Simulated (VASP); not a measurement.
Method: PBEsol GGA, VASP's PBE PAW potentials (set 64) (plane waves; VASP).

Input for VASP

### INCAR
```
! general
SYSTEM  = CdGeAs2
PREC    = Accurate
ENCUT   = 210   ! plane-wave cut-off (eV)
LREAL   = .FALSE.   ! projection in real space or not
LASPH   = .TRUE.   ! aspherical one-centre terms

! electronic loop
EDIFF   = 1E-6   ! SCF stop (eV)
NELM    = 100   ! most electronic steps
ALGO    = Normal
LMAXMIX = 4   ! l cut-off of mixed one-centre charges

! smearing
ISMEAR  = 1
SIGMA   = 0.1   ! width (eV)

! functional
GGA     = PS   ! PBEsol

! ions
IBRION  = 2   ! conjugate gradients
NSW     = 50
ISIF    = 3
EDIFFG  = -0.01   ! ionic stop

! output
LWAVE   = .FALSE.
LCHARG  = .FALSE.
```

### POSCAR
```
CdGeAs2
1
   -3.0020260000     3.0020260000     5.6892180000
    3.0020260000    -3.0020260000     5.6892180000
    3.0020260000     3.0020260000    -5.6892180000
Cd Ge As
2 2 4
Direct
  0.2500000000   0.7500000000   0.5000000000
  0.5000000000   0.5000000000   0.0000000000
  0.0000000000   0.0000000000   0.0000000000
  0.7500000000   0.2500000000   0.5000000000
  0.8750000000   0.3462200000   0.9712200000
  0.6537800000   0.6250000000   0.5287800000
  0.3750000000   0.9037800000   0.0287800000
  0.0962200000   0.1250000000   0.4712200000
```

**KPOINTS**
```
Automatic mesh
0
Gamma
4 4 4
0 0 0
```

POTCAR, in this order: Cd Ge_d As (PBE.64 set). Program: vasp_std.

The resulting files:

OUTCAR:
```
 ion  position               nearest neighbor table
   1  0.250  0.750  0.500-   7 2.66   6 2.66   8 2.66   5 2.66
   2  0.500  0.500  0.000-   6 2.66   5 2.66   7 2.66   8 2.66
   3  0.000  0.000  0.000-   5 2.46   6 2.46   7 2.46   8 2.46
   4  0.750  0.250  0.500-   5 2.46   6 2.46   7 2.46   8 2.46
   5  0.875  0.346  0.971-   3 2.46   4 2.46   1 2.66   2 2.66
   6  0.654  0.625  0.529-   3 2.46   4 2.46   1 2.66   2 2.66
   7  0.375  0.904  0.029-   3 2.46   4 2.46   2 2.66   1 2.66
   8  0.096  0.125  0.471-   3 2.46   4 2.46   2 2.66   1 2.66
  LATTYP: Found a body centered tetragonal cell.
 ALAT       =     6.0040520000
 C/A-ratio  =     1.8951261581
 Subroutine PRICEL returns:
 Original cell was already a primitive cell.
 Subroutine GETGRP returns: Found  8 space group operations
The static configuration has the point symmetry S_4 .
 The point group associated with its full space group is D_2d.
The dynamic configuration has the point symmetry S_4 .
 Subroutine INISYM returns: Found  8 space group operations
 Subroutine IBZKPT returns following result:
 Found     13 irreducible k-points:

 Following reciprocal coordinates:
            Coordinates               Weight
  0.000000  0.000000  0.000000      1.000000
  0.250000  0.000000  0.000000      8.000000
  0.500000  0.000000  0.000000      4.000000
  0.250000  0.250000  0.000000      8.000000
  0.500000  0.250000  0.000000     16.000000
 -0.250000  0.250000  0.000000      4.000000
  0.500000  0.500000  0.000000      2.000000
  0.250000  0.250000  0.250000      2.000000
 -0.250000  0.250000  0.250000      4.000000
  0.500000  0.500000  0.250000      4.000000
 -0.250000  0.500000  0.250000      8.000000
 -0.250000 -0.250000  0.250000      2.000000
  0.500000  0.500000  0.500000      1.000000
   k-points           NKPTS =     13   k-points in BZ     NKDIM =     13   number of bands    NBANDS=     43
   number of dos      NEDOS =    301   number of ions     NIONS =      8
   total plane-waves  NPLWV =  46656
   dimension x,y,z NGX =    36 NGY =   36 NGZ =   36
   dimension x,y,z NGXF=    72 NGYF=   72 NGZF=   72
   ions per type =               2   2   4
   PREC   = accura    normal or accurate (medium, high low for compatibility)
   ISTART =      0    job   : 0-new  1-cont  2-samecut
   ICHARG =      2    charge: 1-file 2-atom 10-const
   ISPIN  =      1    spin polarized calculation?
   LNONCOLLINEAR =      F non collinear calculations
   LSORBIT =      F    spin-orbit coupling
   INIWAV =      1    electr: 0-lowe 1-rand  2-diag
   ENCUT  =  210.0 eV  15.43 Ry    3.93 a.u.   8.39  8.39  8.39*2*pi/ulx,y,z
   NELM   =    100;   NELMIN=  2; NELMDL= -5     # of ELM steps
   EDIFF  = 0.1E-05   stopping-criterion for ELM
   LREAL  =      F    real-space projection
   NLSPLINE    = F    spline interpolate recip. space projectors
   LMAXMIX     =    4 max onsite mixed and CHGCAR
   VOSKOWN=      0    Vosko Wilk Nusair interpolation
   EDIFFG = -.1E-01   stopping-criterion for IOM
   NSW    =     50    number of steps for IOM
   NBLOCK =      1;   KBLOCK =     50    inner block; outer block
   IBRION =      2    ionic relax: 0-MD 1-quasi-New 2-CG
   NFREE  =      1    steps in history (QN), initial steepest desc. (CG)
   ISIF   =      3    stress and relaxation
   ISYM   =      2    0-nonsym 1-usesym 2-fastsym
   TEIN   =    0.0    initial temperature
   TEBEG  =    0.0;   TEEND  =   0.0 temperature during run
   SMASS  =  -3.00    Nose mass-parameter (am)
   PSTRESS=    0.0 pullay stress
   NELECT =      72.0000    total number of electrons
   EFERMI =   0.00;   METHOD = LEGACY
   ISMEAR =     1;   SIGMA  =   0.10  broadening in eV -4-tet -1-fermi 0-gaus
   IALGO  =     38    algorithm
   LDIAG  =      T    sub-space diagonalisation (order eigenvalues)
   IMIX   =      4    mixing-type and parameters
     AMIX     =   0.40;   BMIX     =  1.00
...
```

OSZICAR:
```
...
DAV:  13     0.732937045506E+02    0.91686E-06   -0.33244E-04  1702   0.349E-01    0.122E-01
DAV:  14     0.732937122580E+02    0.77074E-05   -0.64610E-05  1588   0.130E-01    0.139E-02
DAV:  15     0.732937127761E+02    0.51810E-06   -0.43333E-06  1116   0.219E-02
   2 F= 0.73293713E+02 E0= 0.73294260E+02  d E =0.103844E+03
       N       E                     dE             d eps       ncg     rms          rms(c)
DAV:   1    -0.342421982032E+03   -0.41572E+03   -0.14516E+04  1208   0.220E+03    0.229E+02
DAV:   2    -0.155501716457E+03    0.18692E+03   -0.12552E+03  1240   0.212E+02    0.103E+02
DAV:   3    -0.818789479145E+02    0.73623E+02   -0.93494E+01  1181   0.620E+01    0.106E+02
DAV:   4    -0.541191721780E+02    0.27760E+02   -0.16834E+01  1278   0.221E+01    0.676E+01
DAV:   5    -0.350519436676E+02    0.19067E+02   -0.29172E+01  1224   0.355E+01    0.193E+01
DAV:   6    -0.348985623196E+02    0.15338E+00   -0.25423E+00  1272   0.996E+00    0.682E+00
DAV:   7    -0.348256450781E+02    0.72917E-01   -0.22772E-01  1222   0.239E+00    0.271E+00
DAV:   8    -0.348108289870E+02    0.14816E-01   -0.16069E-02  1312   0.962E-01    0.684E-01
DAV:   9    -0.348112409260E+02   -0.41194E-03   -0.39393E-03  1295   0.418E-01    0.499E-01
DAV:  10    -0.348111215365E+02    0.11939E-03   -0.38078E-04  1222   0.125E-01    0.117E-01
DAV:  11    -0.348111177622E+02    0.37743E-05   -0.13738E-04  1474   0.101E-01    0.319E-02
DAV:  12    -0.348111172472E+02    0.51500E-06   -0.15095E-05  1298   0.352E-02    0.273E-02
DAV:  13    -0.348111179649E+02   -0.71775E-06   -0.52878E-06  1141   0.199E-02
   3 F= -.34811118E+02 E0= -.34811148E+02  d E =-.426085E+01
       N       E                     dE             d eps       ncg     rms          rms(c)
DAV:   1    -0.349220563630E+02   -0.11094E+00   -0.14135E+00  1309   0.111E+01    0.160E+00
DAV:   2    -0.348619508216E+02    0.60106E-01   -0.13397E-01  1264   0.362E+00    0.754E-01
DAV:   3    -0.348490354275E+02    0.12915E-01   -0.30529E-02  1270   0.145E+00    0.427E-01
DAV:   4    -0.348474827077E+02    0.15527E-02   -0.62225E-03  1224   0.628E-01    0.119E-01
DAV:   5    -0.348472422656E+02    0.24044E-03   -0.14028E-03  1221   0.346E-01    0.508E-02
DAV:   6    -0.348472557224E+02   -0.13457E-04   -0.23516E-04  1248   0.886E-02    0.307E-02
DAV:   7    -0.348472419488E+02    0.13774E-04   -0.81913E-05  1087   0.694E-02    0.810E-03
DAV:   8    -0.348472425219E+02   -0.57310E-06   -0.60129E-06  1114   0.968E-03
   4 F= -.34847243E+02 E0= -.34847273E+02  d E =-.429698E+01
       N       E                     dE             d eps       ncg     rms          rms(c)
DAV:   1    -0.348939118697E+02   -0.46670E-01   -0.72831E-01  1312   0.806E+00    0.115E+00
DAV:   2    -0.348628931628E+02    0.31019E-01   -0.68990E-02  1261   0.262E+00    0.544E-01
DAV:   3    -0.348562569611E+02    0.66362E-02   -0.15617E-02  1276   0.105E+00    0.313E-01
DAV:   4    -0.348554521281E+02    0.80483E-03   -0.32217E-03  1218   0.454E-01    0.876E-02
DAV:   5    -0.348553224151E+02    0.12971E-03   -0.74392E-04  1232   0.254E-01    0.363E-02
DAV:   6    -0.348553305511E+02   -0.81360E-05   -0.12497E-04  1245   0.650E-02    0.230E-02
DAV:   7    -0.348553234295E+02    0.71216E-05   -0.43000E-05  1103   0.507E-02    0.588E-03
DAV:   8    -0.348553237252E+02   -0.29569E-06   -0.31898E-06  1022   0.697E-03
   5 F= -.34855324E+02 E0= -.34855354E+02  d E =-.430506E+01
       N       E                     dE             d eps       ncg     rms          rms(c)
DAV:   1    -0.348625829295E+02   -0.72595E-02   -0.16180E-01  1312   0.383E+00    0.542E-01
DAV:   2    -0.348557051474E+02    0.68778E-02   -0.15222E-02  1267   0.123E+00    0.258E-01
DAV:   3    -0.348542349284E+02    0.14702E-02   -0.34541E-03  1273   0.495E-01    0.150E-01
DAV:   4    -0.348540623835E+02    0.17254E-03   -0.70839E-04  1221   0.213E-01    0.412E-02
DAV:   5    -0.348540324129E+02    0.29971E-04   -0.16402E-04  1243   0.120E-01    0.168E-02
DAV:   6    -0.348540348190E+02   -0.24061E-05   -0.28087E-05  1245   0.309E-02    0.110E-02
DAV:   7    -0.348540334668E+02    0.13522E-05   -0.94672E-06  1083   0.238E-02    0.279E-03
DAV:   8    -0.348540335184E+02   -0.51579E-07   -0.66654E-07   598   0.332E-03
   6 F= -.34854034E+02 E0= -.34854064E+02  d E =-.430377E+01
       N       E                     dE             d eps       ncg     rms          rms(c)
DAV:   1    -0.349418592299E+02   -0.87826E-01   -0.20467E+00  1333   0.126E+01    0.172E+00
DAV:   2    -0.348799309841E+02    0.61928E-01   -0.18010E-01  1270   0.391E+00    0.797E-01
DAV:   3    -0.348652434250E+02    0.14688E-01   -0.32612E-02  1288   0.144E+00    0.427E-01
DAV:   4    -0.348631422826E+02    0.21011E-02   -0.61762E-03  1210   0.613E-01    0.986E-02
DAV:   5    -0.348629296343E+02    0.21265E-03   -0.91468E-04  1242   0.265E-01    0.458E-02
DAV:   6    -0.348629293190E+02    0.31529E-06   -0.22174E-04  1223   0.938E-02    0.266E-02
DAV:   7    -0.348629197816E+02    0.95374E-05   -0.54976E-05  1100   0.580E-02    0.747E-03
DAV:   8    -0.348629199850E+02   -0.20342E-06   -0.38684E-06  1063   0.862E-03
   7 F= -.34862920E+02 E0= -.34862950E+02  d E =-.888647E-02
       N       E                     dE             d eps       ncg     rms          rms(c)
DAV:   1    -0.348732340624E+02   -0.10314E-01   -0.20395E-01  1333   0.391E+00    0.546E-01
DAV:   2    -0.348669827255E+02    0.62513E-02   -0.18334E-02  1270   0.126E+00    0.250E-01
DAV:   3    -0.348655403926E+02    0.14423E-02   -0.32629E-03  1288   0.455E-01    0.133E-01
DAV:   4    -0.348653532501E+02    0.18714E-03   -0.65024E-04  1204   0.201E-01    0.330E-02
DAV:   5    -0.348653323983E+02    0.20852E-04   -0.97071E-05  1239   0.877E-02    0.150E-02
DAV:   6    -0.348653339470E+02   -0.15488E-05   -0.27056E-05  1217   0.337E-02    0.991E-03
DAV:   7    -0.348653330777E+02    0.86939E-06   -0.77506E-06  1083   0.220E-02
   8 F= -.34865333E+02 E0= -.34865363E+02  d E =-.112996E-01
       N       E                     dE             d eps       ncg     rms          rms(c)
DAV:   1    -0.348893864940E+02   -0.24053E-01   -0.70647E-01  1198   0.580E+00    0.798E-01
DAV:   2    -0.348777609071E+02    0.11626E-01   -0.52634E-02  1322   0.187E+00    0.447E-01
DAV:   3    -0.348747016438E+02    0.30593E-02   -0.65233E-03  1293   0.638E-01    0.247E-01
DAV:   4    -0.348742663930E+02    0.43525E-03   -0.10062E-03  1298   0.224E-01    0.377E-02
DAV:   5    -0.348742499883E+02    0.16405E-04   -0.14007E-04  1215   0.972E-02    0.232E-02
DAV:   6    -0.348742507162E+02   -0.72788E-06   -0.25471E-05  1277   0.325E-02    0.821E-03
DAV:   7    -0.348742505174E+02    0.19874E-06   -0.52028E-06  1084   0.186E-02
   9 F= -.34874251E+02 E0= -.34874281E+02  d E =-.891744E-02
       N       E                     dE             d eps       ncg     rms          rms(c)
DAV:   1    -0.348742699729E+02   -0.19257E-04   -0.66026E-04  1201   0.177E-01    0.245E-02
DAV:   2    -0.348742588136E+02    0.11159E-04   -0.49489E-05  1309   0.581E-02    0.139E-02
DAV:   3    -0.348742561466E+02    0.26670E-05   -0.62617E-06  1264   0.199E-02    0.774E-03
DAV:   4    -0.348742561971E+02   -0.50433E-07   -0.87146E-07   610   0.684E-03
  10 F= -.34874256E+02 E0= -.34874286E+02  d E =-.892312E-02
       N       E                     dE             d eps       ncg     rms          rms(c)
DAV:   1    -0.348744218790E+02   -0.16573E-03   -0.42923E-03  1171   0.372E-01    0.629E-02
DAV:   2    -0.348743657506E+02    0.56128E-04   -0.10274E-04  1310   0.916E-02    0.375E-02
DAV:   3    -0.348743341294E+02    0.31621E-04   -0.34739E-05  1330   0.617E-02    0.549E-03
DAV:   4    -0.348743349960E+02   -0.86664E-06   -0.12385E-05  1176   0.237E-02    0.321E-03
DAV:   5    -0.348743349761E+02    0.19942E-07   -0.24392E-07   607   0.272E-03
  11 F= -.34874335E+02 E0= -.34874365E+02  d E =-.787790E-04
```

**OUTCAR**
```
------------------------ aborting loop because EDIFF is reached ----------------------------------------
  FORCE on cell =-STRESS in cart. coord.  units (eV):
  Direction    XX          YY          ZZ          XY          YZ          ZX
  --------------------------------------------------------------------------------------
  Total       -0.0351393     -0.0351393      0.0752251      0.0000000     -0.0000000      0.0000000
  in kB       -0.3305152     -0.3305152      0.7075564      0.0000000     -0.0000000      0.0000000
  external PRESSURE =       0.0155086 kB  Pullay stress =       0.0000000 kB
  volume of cell :      170.34
      direct lattice vectors                 reciprocal lattice vectors
    -2.825692361  2.825692361  5.333379571     0.000000000  0.176947783  0.093749187
     2.825692361 -2.825692361  5.333379571     0.176947783  0.000000000  0.093749187
     2.825692361  2.825692361 -5.333379571     0.176947783  0.176947783  0.000000000
 POSITION                                       TOTAL-FORCE (eV/Angst)
 -----------------------------------------------------------------------------------
      2.82569     -0.00000      2.66669         0.000000     -0.000000     -0.000000
      0.00000      0.00000      5.33338        -0.000000      0.000000     -0.000000
      2.82569     -2.82569      5.33338         0.000000     -0.000000     -0.000000
     -0.00000      2.82569      2.66669         0.000000      0.000000     -0.000000
      1.27395      4.23854      1.33334         0.002057     -0.000000     -0.000000
      1.41285      1.55175      4.00003         0.000000     -0.002057      0.000000
      1.55175     -1.41285      6.66672        -0.002057      0.000000      0.000000
      1.41285      1.27395     -1.33334        -0.000000      0.002057     -0.000000
 -----------------------------------------------------------------------------------
    total drift:                                0.000029      0.000029      0.000056
  FREE ENERGIE OF THE ION-ELECTRON SYSTEM (eV)
  ---------------------------------------------------
  free  energy   TOTEN  =       -34.8743349761 eV

  energy  without entropy=      -34.8744256338  energy(sigma->0) =      -34.87436520

 reached required accuracy - stopping structural energy minimisation
```
(Selected blocks of OUTCAR.)

### CONTCAR
```
CdGeAs2
   1.00000000000000
    -2.8256923614958227    2.8256923614958227    5.3333795712058585
     2.8256923614958227   -2.8256923614958227    5.3333795712058585
     2.8256923614958227    2.8256923614958227   -5.3333795712058585
  Cd              Ge              As
     2     2     4
Direct
     0.2500000000000000    0.7500000000000000    0.5000000000000000
     0.5000000000000000    0.5000000000000000    0.0000000000000000
     0.0000000000000000    1.0000000000000000    0.0000000000000000
     0.7500000000000000    0.2500000000000000    0.5000000000000000
     0.8750000000000000    0.3504220874558997    0.9754220874558996
     0.6495779125441002    0.6250000000000000    0.5245779125441002
     0.3750000000000000    0.8995779125441004    0.0245779125441003
     0.1004220874558997    0.1250000000000000    0.4754220874558997
```

At this cut-off the stress carries a Pulay error, which pulls relaxed volumes low. Energy and stress use the plane-wave basis of the starting cell.

The structure comes from a computed database's CdGeAs2 entry; how it stands against other phases isn't given here. This run relaxes it. Symmetry was kept, so distortions that lower it aren't found. The run is one of a series of settings (EDIFFG = -0.01, ENCUT = 210, IBRION = 2, ISIF = 3, NSW = 50, KPOINTS 4×4×4 Γ-centred mesh against the base run), some of them coarse on purpose.
